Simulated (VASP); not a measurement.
# ZrAl3B3N (Pm-3m) in VASP: a series of runs

The runs below take ZrAl3B3N through relaxation of cell and atoms, with PBE.

Program: VASP 6.6.1. These are calculated values, not measurements. Logs are shortened: lines on timing, memory, paths and dates and some standing lists are left out, and cuts for length are marked.

## 1. Starting point

Symmetry: Pm-3m, No. 221, cubic system. Conventional cell: a = 4.530 Å, b = 4.530 Å, c = 4.530 Å, α = 90.00°, β = 90.00°, γ = 90.00°. Zr (site symmetry m-3m) is surrounded by 6 B at 2.27 Å. Al (site symmetry 4/mmm) is surrounded by 4 B at 2.27 Å and 2 N at 2.27 Å. Around B (site symmetry 4/mmm) lie 2 Zr at 2.27 Å and 4 Al at 2.27 Å. N (site symmetry m-3m) has 6 Al at 2.27 Å as nearest neighbours.

The cell was built by a generator and needn't be a form met in nature.

## 2. Relaxation of cell and atoms, PBE

INCAR

```
PREC = Normal ; ENCUT = 520
EDIFF = 1E-4 ; ISMEAR = 0
SIGMA = 0.15 ; LREAL = F
LASPH = T ; NELM = 60
ALGO = Fast ; ISIF = 3
LWAVE = F ; LCHARG = F
GGA = PE ; IBRION = 2
NSW = 24 ; EDIFFG = -0.08
```

KPOINTS

```
Automatic mesh
0
Gamma
  3 3 3
```

POSCAR

```
ZrAl3B3N
1.0
    4.5300000000      0.0000000000      0.0000000000
    0.0000000000      4.5300000000      0.0000000000
    0.0000000000      0.0000000000      4.5300000000
Zr Al B N
1 3 3 1
Direct
    0.0000000000      0.0000000000      0.0000000000
    0.5000000000      0.0000000000      0.5000000000
    0.5000000000      0.5000000000      0.0000000000
    0.0000000000      0.5000000000      0.5000000000
    0.5000000000      0.0000000000      0.0000000000
    0.0000000000      0.5000000000      0.0000000000
    0.0000000000      0.0000000000      0.5000000000
    0.5000000000      0.5000000000      0.5000000000
```

Potentials or basis: VASP PAW PBE potentials, release 64 (Zr_sv, Al, B, N).

Command:

```
cat potpaw_PBE.64/Zr_sv/POTCAR potpaw_PBE.64/Al/POTCAR potpaw_PBE.64/B/POTCAR potpaw_PBE.64/N/POTCAR > POTCAR
mpirun -np 1 vasp_std > vasp.out
```

OUTCAR:

```text
PREC = Normal
   ENCUT = 520
   EDIFF = 1E-4
   ISMEAR = 0
   LREAL = F
   LASPH = T
   NELM = 60
   ISIF = 3
   GGA = PE
   IBRION = 2
   NSW = 24
   EDIFFG = -0.08

 ion  position               nearest neighbor table
   1  0.000  0.000  0.000-   5 2.27   6 2.27   7 2.27   7 2.27   6 2.27   5 2.27   2 3.20   4 3.20
                             2 3.20   3 3.20   4 3.20   3 3.20   4 3.20   2 3.20   3 3.20   4 3.20
   2  0.500  0.000  0.500-   5 2.27   7 2.27   8 2.27   5 2.27   8 2.27   7 2.27   1 3.20   3 3.20
                             1 3.20   3 3.20   4 3.20   3 3.20   3 3.20   1 3.20   4 3.20   4 3.20
   3  0.500  0.500  0.000-   5 2.27   6 2.27   8 2.27   8 2.27   5 2.27   6 2.27   2 3.20   4 3.20
                             1 3.20   1 3.20   2 3.20   2 3.20   2 3.20   1 3.20   4 3.20   4 3.20
   4  0.000  0.500  0.500-   6 2.27   7 2.27   8 2.27   6 2.27   7 2.27   8 2.27   1 3.20   3 3.20
                             1 3.20   1 3.20   2 3.20   2 3.20   1 3.20   2 3.20   3 3.20   3 3.20
   5  0.500  0.000  0.000-   1 2.27   2 2.27   3 2.27   2 2.27   3 2.27   1 2.27
   6  0.000  0.500  0.000-   1 2.27   3 2.27   4 2.27   4 2.27   1 2.27   3 2.27
   7  0.000  0.000  0.500-   1 2.27   2 2.27   4 2.27   1 2.27   4 2.27   2 2.27
   8  0.500  0.500  0.500-   2 2.27   3 2.27   4 2.27   3 2.27   2 2.27   4 2.27

  LATTYP: Found a simple cubic cell.
 ALAT       =     4.5300000000

  Lattice vectors:

 A1 = (   4.5300000000,   0.0000000000,   0.0000000000)
 A2 = (   0.0000000000,   4.5300000000,   0.0000000000)
 A3 = (   0.0000000000,   0.0000000000,   4.5300000000)

Analysis of symmetry for initial positions (statically):
=====================================================================
 Subroutine PRICEL returns:
 Original cell was already a primitive cell.

 Routine SETGRP: Setting up the symmetry group for a
 simple cubic supercell.

 Subroutine GETGRP returns: Found 48 space group operations
 (whereof 48 operations were pure point group operations)
 out of a pool of 48 trial point group operations.

The static configuration has the point symmetry O_h .

Analysis of symmetry for dynamics (positions and initial velocities):
=====================================================================
 Subroutine PRICEL returns:
 Original cell was already a primitive cell.

 Routine SETGRP: Setting up the symmetry group for a
 simple cubic supercell.

 Subroutine GETGRP returns: Found 48 space group operations
 (whereof 48 operations were pure point group operations)
 out of a pool of 48 trial point group operations.

The dynamic configuration has the point symmetry O_h .

 Subroutine INISYM returns: Found 48 space group operations
 (whereof 48 operations are pure point group operations),
 and found     1 'primitive' translations

----------------------------------------------------------------------------------------

                                     Primitive cell

  volume of cell :      92.9597

  direct lattice vectors                    reciprocal lattice vectors
     4.530000000  0.000000000  0.000000000     0.220750552  0.000000000  0.000000000
     0.000000000  4.530000000  0.000000000     0.000000000  0.220750552  0.000000000
     0.000000000  0.000000000  4.530000000     0.000000000  0.000000000  0.220750552

  length of vectors
     4.530000000  4.530000000  4.530000000     0.220750552  0.220750552  0.220750552

  position of ions in fractional coordinates (direct lattice)
     0.000000000  0.000000000  0.000000000
     0.500000000  0.000000000  0.500000000
     0.500000000  0.500000000  0.000000000
     0.000000000  0.500000000  0.500000000
     0.500000000  0.000000000  0.000000000
     0.000000000  0.500000000  0.000000000
     0.000000000  0.000000000  0.500000000
     0.500000000  0.500000000  0.500000000

  ion indices of the primitive-cell ions
   primitive index   ion index
                 1           1
                 2           2
                 3           3
                 4           4
                 5           5
                 6           6
                 7           7
                 8           8

----------------------------------------------------------------------------------------

 KPOINTS: Automatic mesh

Automatic generation of k-mesh.
 Grid dimensions read from file:
 generate k-points for:    3    3    3

 Generating k-lattice:

[... 32 lines left out ...]
   ISTART =      0    job   : 0-new  1-cont  2-samecut
   ICHARG =      2    charge: 1-file 2-atom 10-const
   ISPIN  =      1    spin polarized calculation?
   LNONCOLLINEAR =      F non collinear calculations
   LSORBIT =      F    spin-orbit coupling
   LASPH  =      T    aspherical Exc in radial PAW
   ENCUT  =  520.0 eV  38.22 Ry    6.18 a.u.   8.42  8.42  8.42*2*pi/ulx,y,z
   NELM   =     60;   NELMIN=  2; NELMDL= -5     # of ELM steps
   EDIFF  = 0.1E-03   stopping-criterion for ELM
   LREAL  =      F    real-space projection
   EDIFFG = -.8E-01   stopping-criterion for IOM
   NSW    =     24    number of steps for IOM
   IBRION =      2    ionic relax: 0-MD 1-quasi-New 2-CG
   NFREE  =      1    steps in history (QN), initial steepest desc. (CG)
   ISIF   =      3    stress and relaxation
   ISYM   =      2    0-nonsym 1-usesym 2-fastsym
   POTIM  = 0.5000    time-step for ionic-motion
   TEBEG  =    0.0;   TEEND  =   0.0 temperature during run
   PSTRESS=    0.0 pullay stress
   NELECT =      35.0000    total number of electrons
   NUPDOWN=      -1.0000    fix difference up-down
   EMIN   =  10.00;   EMAX   =-10.00  energy-range for DOS
   EFERMI =   0.00;   METHOD = LEGACY
   ISMEAR =     0;   SIGMA  =   0.15  broadening in eV -4-tet -1-fermi 0-gaus
   EFERMI_NEDOS =   21; number of points for ismear=-14 and -15
   IALGO  =     68    algorithm
   IMIX   =      4    mixing-type and parameters
     AMIX     =   0.40;   BMIX     =  1.00
     AMIX_MAG =   1.60;   BMIX_MAG =  1.00
  volume/ion in A,a.u.               =      11.62        78.42
  Fermi-wavevector in a.u.,A,eV,Ry     =   1.182132  2.233906 19.013272  1.397436
  Thomas-Fermi vector in A             =   2.318392
   LORBIT       =      0    0 simple, 1 ext, 2 COOP (PROOUT), +10 PAW based schemes
   GGA     = PE    functional components
   LHFCALC =     F    Hartree Fock is set to
   AEXX    =    0.0000 exact exchange contribution
   IVDW    =     0    specifies the selected vdW correction
   LEPSILON=     F    determine dielectric tensor
   LRPA    =     F    only Hartree local field effects (RPA)
 conjugate gradient relaxation of ions
 non-spin polarized calculation
 RMM-DIIS sequential band-by-band and
 Gauss-broadening in eV      SIGMA  =   0.15
  energy-cutoff  :      520.00
  volume of cell :       92.96
 maximum number of plane-waves:      2518
   NGX = 17   NGY = 17   NGZ = 17

--------------------------------------- Ionic step        1  -------------------------------------------

 number of electron      34.9999997 magnetization

 Free energy of the ion-electron system (eV)
  ---------------------------------------------------
  ext. energy  EPLUGINS =         0.00000000
  ---------------------------------------------------
  free energy    TOTEN  =       -47.03712197 eV

  energy without entropy =      -47.02016151  energy(sigma->0) =      -47.02864174

------------------------ aborting loop because EDIFF is reached ----------------------------------------

  FORCE on cell =-STRESS in cart. coord.  units (eV):
  Direction    XX          YY          ZZ          XY          YZ          ZX
  --------------------------------------------------------------------------------------
  -------------------------------------------------------------------------------------
  Total        1.1125014      1.1125014      1.1125014     -0.0000000     -0.0000000      0.0000000
  in kB       19.1741684     19.1741684     19.1741684     -0.0000000     -0.0000000      0.0000000
  external PRESSURE =      19.1741684 kB  Pullay stress =       0.0000000 kB

 VOLUME and BASIS-vectors are now :
 -----------------------------------------------------------------------------
  energy-cutoff  :      520.00
  volume of cell :       92.96
      direct lattice vectors                 reciprocal lattice vectors
     4.530000000  0.000000000  0.000000000     0.220750552  0.000000000  0.000000000
     0.000000000  4.530000000  0.000000000     0.000000000  0.220750552  0.000000000
     0.000000000  0.000000000  4.530000000     0.000000000  0.000000000  0.220750552

 POSITION                                       TOTAL-FORCE (eV/Angst)
 -----------------------------------------------------------------------------------
      0.00000      0.00000      0.00000         0.000000      0.000000      0.000000
      2.26500      0.00000      2.26500         0.000000      0.000000      0.000000
      2.26500      2.26500      0.00000         0.000000      0.000000      0.000000
      0.00000      2.26500      2.26500         0.000000      0.000000      0.000000
      2.26500      0.00000      0.00000         0.000000      0.000000      0.000000
      0.00000      2.26500      0.00000         0.000000      0.000000      0.000000
      0.00000      0.00000      2.26500         0.000000      0.000000      0.000000
      2.26500      2.26500      2.26500         0.000000      0.000000      0.000000
 -----------------------------------------------------------------------------------
    total drift:                               -0.000000      0.000000     -0.000000

  FREE ENERGIE OF THE ION-ELECTRON SYSTEM (eV)
  ---------------------------------------------------
  free  energy   TOTEN  =       -47.0371219719 eV

  energy  without entropy=      -47.0201615064  energy(sigma->0) =      -47.02864174

--------------------------------------- Ionic step        2  -------------------------------------------

 number of electron      34.9999996 magnetization

 Free energy of the ion-electron system (eV)
  ---------------------------------------------------
  ext. energy  EPLUGINS =         0.00000000
  ---------------------------------------------------
  free energy    TOTEN  =       -47.04285242 eV

  energy without entropy =      -47.02424282  energy(sigma->0) =      -47.03354762

 E-fermi :   7.5367     XC(G=0): -11.1794

 val. band max:        7.2960898986   @ k =   0.3333   0.3333   0.0000
 cond. band min:       7.6005795698   @ k =   0.3333   0.0000   0.0000
 fundamental gap:      0.3044896711
 Fermi energy:         7.5367267868

 k-point     1 :       0.0000    0.0000    0.0000
  band No.  band energies     occupation
      1     -40.2409      2.00000
      2     -18.4789      2.00000
      3     -18.4789      2.00000
      4     -18.4789      2.00000
      5      -5.9442      2.00000
      6      -1.5152      2.00000
[... 89 lines left out ...]
     21      11.1716      0.00000
     22      11.2142      0.00000

------------------------ aborting loop because EDIFF is reached ----------------------------------------

  FORCE on cell =-STRESS in cart. coord.  units (eV):
  Direction    XX          YY          ZZ          XY          YZ          ZX
  --------------------------------------------------------------------------------------
  -------------------------------------------------------------------------------------
  Total       -0.4799613     -0.4799613     -0.4799613      0.0000000     -0.0000000      0.0000000
  in kB       -8.1079427     -8.1079427     -8.1079427      0.0000000     -0.0000000      0.0000000
  external PRESSURE =      -8.1079427 kB  Pullay stress =       0.0000000 kB

 VOLUME and BASIS-vectors are now :
 -----------------------------------------------------------------------------
  energy-cutoff  :      520.00
  volume of cell :       94.84
      direct lattice vectors                 reciprocal lattice vectors
     4.560390649 -0.000000000  0.000000000     0.219279460  0.000000000  0.000000000
    -0.000000000  4.560390649  0.000000000     0.000000000  0.219279460  0.000000000
    -0.000000000 -0.000000000  4.560390649    -0.000000000 -0.000000000  0.219279460

 POSITION                                       TOTAL-FORCE (eV/Angst)
 -----------------------------------------------------------------------------------
      0.00000      0.00000      0.00000         0.000000      0.000000      0.000000
      2.28020     -0.00000      2.28020         0.000000     -0.000000      0.000000
      2.28020      2.28020      0.00000         0.000000     -0.000000      0.000000
     -0.00000      2.28020      2.28020         0.000000      0.000000      0.000000
      2.28020     -0.00000      0.00000         0.000000      0.000000      0.000000
     -0.00000      2.28020      0.00000         0.000000      0.000000      0.000000
     -0.00000     -0.00000      2.28020         0.000000     -0.000000      0.000000
      2.28020      2.28020      2.28020        -0.000000     -0.000000      0.000000
 -----------------------------------------------------------------------------------
    total drift:                               -0.000000      0.000000     -0.000000

  FREE ENERGIE OF THE ION-ELECTRON SYSTEM (eV)
  ---------------------------------------------------
  free  energy   TOTEN  =       -47.0428524245 eV

  energy  without entropy=      -47.0242428166  energy(sigma->0) =      -47.03354762

 reached required accuracy - stopping structural energy minimisation
```

It took 11 s on 1 thread of Intel Xeon Platinum 8488C (Sapphire Rapids), shared host; peak memory 0.15 GiB.

What came out:

| Property | Result |
| --- | --- |
| Free energy | -47.0429 eV |
| Relaxed volume | 11.86 Å³/atom |
| Relaxed cell | a = 4.560 Å, b = 4.560 Å, c = 4.560 Å, α = 90.00°, β = 90.00°, γ = 90.00° |
| Space group after relaxing (to 0.05 Å) | Pm-3m (No. 221) |
| Energy gained by relaxing | 0.7 meV/atom |
| Ionic steps | 2 |
| Pressure after relaxing | -0.8 GPa |
| Band gap on the k mesh | none (metal or under the smearing width) |

The path:
```tsv
step	energy change (eV)	largest force (eV/Å)	pressure (GPa)	volume (Å³)
1	0.0000	0.0000	1.92	92.96
2	-0.0057	0.0000	-0.81	94.84
```

Final structure:
```
Zr Al B N
1.0
     4.56039    0.00000    0.00000
     0.00000    4.56039    0.00000
     0.00000    0.00000    4.56039
Zr Al B N
1 3 3 1
Direct
  0.00000 0.00000 0.00000
  0.50000 0.00000 0.50000
  0.50000 0.50000 0.00000
  0.00000 0.50000 0.50000
  0.50000 0.00000 0.00000
  0.00000 0.50000 0.00000
  0.00000 0.00000 0.50000
  0.50000 0.50000 0.50000
```

Caveat: the k mesh is coarse (spacing up to 0.46 Å⁻¹), so the values aren't converged; the relaxation stopped at a loose force limit of 0.08 eV/Å, so its end isn't a converged minimum.

## 3. Relaxation of cell and atoms, PBE

This run uses another cell than the first one, of 13.45 Å³/atom, 1.158 times its volume.

INCAR is that of step 2.

KPOINTS

```
Automatic mesh
0
Gamma
  4 4 2
```

POSCAR

```
ZrAl3B3N
1.0
    4.0982809600      0.0000000000      0.0000000000
   -2.0491404800      3.5492154200      0.0000000000
    0.0000000000      0.0000000000      7.3999036400
Zr Al B N
1 3 3 1
Direct
    0.0000000000      0.0000000000      0.5000000000
    0.6666666700      0.3333333300      0.0000000000
    0.0000000000      0.0000000000      0.8503434900
    0.0000000000      0.0000000000      0.1496565100
    0.6666666700      0.3333333300      0.3528466200
    0.6666666700      0.3333333300      0.6471533800
    0.3333333300      0.6666666700      0.0000000000
    0.6666666700      0.3333333300      0.5000000000
```

Potentials or basis: VASP PAW PBE potentials, release 64 (Zr_sv, Al, B, N).

Command:

```
cat potpaw_PBE.64/Zr_sv/POTCAR potpaw_PBE.64/Al/POTCAR potpaw_PBE.64/B/POTCAR potpaw_PBE.64/N/POTCAR > POTCAR
mpirun -np 1 vasp_std > vasp.out
```

Run time: 3.6 min. Hardware: 1 thread of Intel Xeon Platinum 8488C (Sapphire Rapids), shared host; peak memory 0.18 GiB.

It converged, with:

| Quantity | Value |
| --- | --- |
| Free energy | -48.1840 eV |
| Relaxed volume | 12.97 Å³/atom |
| Relaxed cell | a = 3.674 Å, b = 3.674 Å, c = 8.875 Å, α = 90.00°, β = 90.00°, γ = 120.00° |
| Space group after relaxing (to 0.05 Å) | P-6m2 (No. 187) |
| Energy gained by relaxing | 1249.3 meV/atom |
| Ionic steps | 24 |
| Pressure after relaxing | 0.1 GPa |
| Largest force after relaxing | 0.018 eV/Å |
| Band gap on the k mesh | none (metal or under the smearing width) |

Forces on the atoms (eV/Å):
```
Zr   0.000  0.000  0.000
Al   0.000  0.000  0.000
Al   0.000  0.000 -0.012
Al   0.000  0.000  0.012
B    0.000  0.000  0.018
B    0.000  0.000 -0.018
B    0.000  0.000  0.000
N    0.000  0.000  0.000
```

Stress tensor (GPa, compression positive):
```
0.04 0.00 0.00
0.00 0.04 0.00
0.00 0.00 0.23
```

Step by step:
```tsv
step	energy change (eV)	largest force (eV/Å)	pressure (GPa)	volume (Å³)
1	0.0000	31.1423	33.60	107.64
2	1.7206	12.1352	-0.36	148.39
3	-2.1850	6.8942	-6.93	143.32
4	-2.9532	5.2068	-8.97	140.74
5	-4.2604	2.4476	-13.16	132.76
6	-5.6441	2.0123	-15.74	120.48
7	-6.7581	3.0520	-13.37	114.13
8	-7.3339	2.8253	-9.18	110.90
9	-7.4745	1.8663	-5.28	109.27
10	-8.8194	1.4590	-3.83	103.93
11	-9.3561	1.5419	0.35	99.91
12	-8.8274	1.3019	18.71	91.31
13	-9.5828	1.1253	5.64	96.70
14	-9.8819	0.6810	-0.40	101.93
15	-9.9235	0.4403	-2.78	104.69
16	-9.9562	0.5932	1.69	102.55
17	-9.9638	0.2586	0.40	103.17
18	-9.9857	0.1241	0.77	102.91
19	-9.9874	0.0715	1.26	102.64
20	-9.9905	0.0801	1.00	102.77
21	-9.9925	0.1755	-0.66	104.11
22	-9.9935	0.1154	-0.16	103.64
23	-9.9936	0.1093	-0.12	103.59
24	-9.9945	0.0184	0.10	103.75
```

Final structure:
```yaml
crystal:
  lattice:
    - [3.67395, 0.00000, 0.00000]
    - [-1.83697, 3.18173, 0.00000]
    - [0.00000, 0.00000, 8.87527]
  atoms:
    - { symbol: Zr, position: [0.00000, 0.00000, 0.50000] }
    - { symbol: Al, position: [0.66667, 0.33333, 0.00000] }
    - { symbol: Al, position: [0.00000, 0.00000, 0.80437] }
    - { symbol: Al, position: [0.00000, 0.00000, 0.19563] }
    - { symbol: B, position: [0.66667, 0.33333, 0.33375] }
    - { symbol: B, position: [0.66667, 0.33333, 0.66625] }
    - { symbol: B, position: [0.33333, 0.66667, 0.00000] }
    - { symbol: N, position: [0.66667, 0.33333, 0.50000] }
```

Levels at points of the mesh, in eV from the Fermi level:
```csv
k point,band 14,band 15,band 16,band 17,band 18,band 19,band 20,band 21
"(0.00, 0.00, 0.00)",-1.10,-0.67,-0.67,0.45,1.47,1.47,1.54,2.99
"(0.50, 0.00, 0.00)",-3.50,-2.64,-2.49,-1.29,0.01,0.76,0.94,1.12
"(0.00, 0.00, 0.50)",-1.15,-0.65,-0.65,1.26,1.98,1.98,2.43,2.52
"(0.50, 0.00, 0.50)",-3.59,-3.00,-1.90,-1.24,-0.23,-0.01,0.42,0.50
```

Caveat: the k mesh is coarse (spacing up to 0.44 Å⁻¹), so the values aren't converged; the relaxation stopped at a loose force limit of 0.08 eV/Å, so its end isn't a converged minimum.
